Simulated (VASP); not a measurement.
These are PBE GGA, VASP's PBE PAW potentials (set 64) (plane waves; VASP) values and carry that method's errors. Each cell was relaxed at this level, without spin-orbit coupling.

Problem. Which of these comes out without a gap?
A) RuS2, Pa-3 (205)
B) RbCl, Fm-3m (225)
C) Mo, Im-3m (229)
D) KF, Fm-3m (225)

Solution. C, Mo, Im-3m (229). The others have gaps of 5.95 eV (KF, Fm-3m (225)), 0.60 eV (RuS2, Pa-3 (205)), 4.82 eV (RbCl, Fm-3m (225)).
